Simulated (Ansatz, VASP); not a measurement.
# Sn3SO2: VASP beside Ansatz

File INCAR:

```
SYSTEM = Sn3SO2
PREC = Accurate ; ENCUT = 520
EDIFF = 1E-7 ; ISMEAR = 0
SIGMA = 0.1 ; LREAL = .False.
LASPH = .True. ; NELM = 100
ALGO = Normal ; ISIF = 2
LWAVE = .False. ; LCHARG = .False.
GGA = PE ; NBANDS = 39
```

KPOINTS

```
regular mesh
0
Gamma
  3 3 6
  0 0 0
```

The input POSCAR:

```
Sn3SO2
1.0
    6.3513525000      0.0000000000      0.0000000000
   -3.1756762500      5.5004326100      0.0000000000
    0.0000000000      0.0000000000      3.5157326300
Sn S O
3 1 2
Direct
    0.5000000000      0.0000000000      0.5000000000
    0.0000000000      0.5000000000      0.5000000000
    0.5000000000      0.5000000000      0.5000000000
    0.0000000000      0.0000000000      0.0000000000
    0.6666666700      0.3333333300      0.0000000000
    0.3333333300      0.6666666700      0.0000000000
```

Input for Ansatz:

```yaml
crystal:
  lattice:
    - [6.3513525, 0.0, 0.0]
    - [-3.17567625, 5.50043261, 0.0]
    - [0.0, 0.0, 3.51573263]
  atoms:
    - { symbol: Sn, position: [0.5, 0.0, 0.5] }
    - { symbol: Sn, position: [0.0, 0.5, 0.5] }
    - { symbol: Sn, position: [0.5, 0.5, 0.5] }
    - { symbol: S, position: [0.0, 0.0, 0.0] }
    - { symbol: O, position: [0.66666667, 0.33333333, 0.0] }
    - { symbol: O, position: [0.33333333, 0.66666667, 0.0] }
basis:
  ecutwfc: 420
kpoints:
  mp_grid: { grid: [3, 3, 6] }
hamiltonian:
  xc: pbe
scf:
  occupations: { method: gaussian, width: 0.1 }
  lower_state_search: "off"
output:
  forces: true
  stress: true
  eigenvalues: true
```

Change from the starting cell: species swapped into the LuB2Ru3 type (P6/mmm, No. 191).

Alike in both runs: task single point; functional PBE; k mesh 3 × 3 × 6; occupations gaussian, width 0.1 eV; no spin polarisation.

|  | VASP | Ansatz |
| --- | --- | --- |
| version | VASP 6.6.1 | Ansatz 0.2.0 |
| potentials or method | VASP PAW PBE potentials, release 64 (Sn_d, S, O) | scalar-relativistic, plane waves, PAW |
| plane-wave cutoff (eV) | 520 | 420 |
| valence electrons in the cell | 60 | 60 |

VASP gave:

| Quantity | Value |
| --- | --- |
| gap on the k mesh at the Fermi level (eV) | none |
| pressure (GPa) | -1.5 |
| largest component of the traceless stress (GPa) | 3.07 |

Question: Estimate Ansatz's values.

Answer: gap on the k mesh at the Fermi level (eV): none; pressure (GPa): -1.5; largest component of the traceless stress (GPa): 3.10.

A gap of «none» marks a metal or a gap that the smearing closes.

Caveats: the k mesh is coarse (spacing up to 0.38 Å⁻¹), so the values aren't converged.
